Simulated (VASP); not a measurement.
Output of a VASP run:

File OSZICAR:
```
       N       E                     dE             d eps       ncg     rms          rms(c)
DAV:   1     0.109263004301E+03    0.10926E+03   -0.14360E+04   870   0.168E+03
DAV:   2    -0.347625616165E+02   -0.14403E+03   -0.14093E+03  1116   0.344E+02
DAV:   3    -0.386394684886E+02   -0.38769E+01   -0.38732E+01  1087   0.557E+01
DAV:   4    -0.386589297016E+02   -0.19461E-01   -0.19459E-01  1115   0.426E+00
DAV:   5    -0.386590877428E+02   -0.15804E-03   -0.15803E-03  1080   0.346E-01    0.558E+01
DAV:   6    -0.332915806991E+02    0.53675E+01   -0.28614E+01   961   0.386E+01    0.480E+01
DAV:   7    -0.331401726569E+02    0.15141E+00   -0.75673E-01   996   0.838E+00    0.305E+01
DAV:   8    -0.330878563759E+02    0.52316E-01   -0.17046E-01  1108   0.433E+00    0.536E+00
DAV:   9    -0.330795719261E+02    0.82844E-02   -0.29132E-02  1024   0.159E+00    0.179E+00
DAV:  10    -0.330792165610E+02    0.35537E-03   -0.27113E-03  1150   0.415E-01    0.147E-01
DAV:  11    -0.330792078442E+02    0.87168E-05   -0.16046E-04   940   0.108E-01    0.107E-01
DAV:  12    -0.330792073806E+02    0.46359E-06   -0.54832E-06  1171   0.211E-02
   1 F= -.33079207E+02 E0= -.33079207E+02  d E =-.330792E+02
       N       E                     dE             d eps       ncg     rms          rms(c)
DAV:   1    -0.330802820251E+02   -0.10742E-02   -0.28733E-02   961   0.166E+00    0.569E-01
DAV:   2    -0.330793140795E+02    0.96795E-03   -0.44275E-03   954   0.513E-01    0.181E-01
DAV:   3    -0.330791676217E+02    0.14646E-03   -0.22483E-04  1045   0.137E-01    0.124E-01
DAV:   4    -0.330791352427E+02    0.32379E-04   -0.10962E-04  1066   0.915E-02    0.857E-02
DAV:   5    -0.330791348009E+02    0.44176E-06   -0.62233E-06  1080   0.191E-02
   2 F= -.33079135E+02 E0= -.33079135E+02  d E =0.725797E-04
       N       E                     dE             d eps       ncg     rms          rms(c)
DAV:   1    -0.330797024334E+02   -0.56719E-03   -0.11398E-02   961   0.105E+00    0.360E-01
DAV:   2    -0.330793204849E+02    0.38195E-03   -0.17586E-03   940   0.324E-01    0.114E-01
DAV:   3    -0.330792622810E+02    0.58204E-04   -0.89883E-05  1038   0.861E-02    0.784E-02
DAV:   4    -0.330792493117E+02    0.12969E-04   -0.43853E-05  1087   0.578E-02    0.540E-02
DAV:   5    -0.330792490945E+02    0.21725E-06   -0.20922E-06   892   0.113E-02
   3 F= -.33079249E+02 E0= -.33079249E+02  d E =-.417139E-04
```

### OUTCAR
```
------------------------ aborting loop because EDIFF is reached ----------------------------------------
  FORCE on cell =-STRESS in cart. coord.  units (eV):
  Direction    XX          YY          ZZ          XY          YZ          ZX
  --------------------------------------------------------------------------------------
  Total        0.0008893      0.0008893      0.0008893      0.0000000     -0.0000000      0.0000000
  in kB        0.0461461      0.0461461      0.0461461      0.0000000     -0.0000000      0.0000000
  external PRESSURE =       0.0461461 kB  Pullay stress =       0.0000000 kB
  volume of cell :       30.88
      direct lattice vectors                 reciprocal lattice vectors
    -0.000000000  2.490031863  2.490031863    -0.200800643  0.200800643  0.200800643
     2.490031863 -0.000000000  2.490031863     0.200800643 -0.200800643  0.200800643
     2.490031863  2.490031863  0.000000000     0.200800643  0.200800643 -0.200800643
 POSITION                                       TOTAL-FORCE (eV/Angst)
 -----------------------------------------------------------------------------------
      0.00000      0.00000      0.00000         0.000000     -0.000000      0.000000
      1.24502      1.24502      1.24502         0.000000      0.000000      0.000000
      3.73505      3.73505      3.73505        -0.000000     -0.000000     -0.000000
 -----------------------------------------------------------------------------------
    total drift:                                0.000000     -0.000000      0.000000
  FREE ENERGIE OF THE ION-ELECTRON SYSTEM (eV)
  ---------------------------------------------------
  free  energy   TOTEN  =       -33.0792490945 eV

  energy  without entropy=      -33.0792490945  energy(sigma->0) =      -33.07924909

 reached required accuracy - stopping structural energy minimisation
```
(Selected blocks of OUTCAR.)

POSCAR:
```
HfO2
1
    0.0000000000     2.4910312253     2.4910312253
    2.4910312253     0.0000000000     2.4910312253
    2.4910312253     2.4910312253     0.0000000000
Hf O
1 2
Direct
  0.0000000000   0.0000000000   0.0000000000
  0.2500000000   0.2500000000   0.2500000000
  0.7500000000   0.7500000000   0.7500000000
```

Task: Reconstruct the remaining input files.

Result: One answer among several that fit: the input of the run itself, LDA (Ceperley-Alder, Perdew-Zunger), plane waves, VASP's LDA PAW potentials (set 64).

INCAR:
```
# general
SYSTEM  = HfO2
PREC    = Accurate
ENCUT   = 620
LREAL   = .FALSE.
LASPH   = .TRUE.

# electronic loop
EDIFF   = 1E-6
NELM    = 100
ALGO    = Normal
LMAXMIX = 6

# smearing
ISMEAR  = 0
SIGMA   = 0.05

# ions
IBRION  = 2
NSW     = 40
ISIF    = 3
EDIFFG  = -0.02

# output
LWAVE   = .FALSE.
LCHARG  = .FALSE.
```

### KPOINTS
```
Automatic mesh
0
Gamma
8 8 8
0 0 0
```

POTCAR, in this order: Hf_pv O (LDA.64 set). Program: vasp_std.

The compound is HfO2 in the fluorite structure, the high-temperature cubic form, which is unstable at 0 K; the monoclinic form is the stable one. This run relaxes it. Symmetry was kept, so distortions that lower it aren't found.
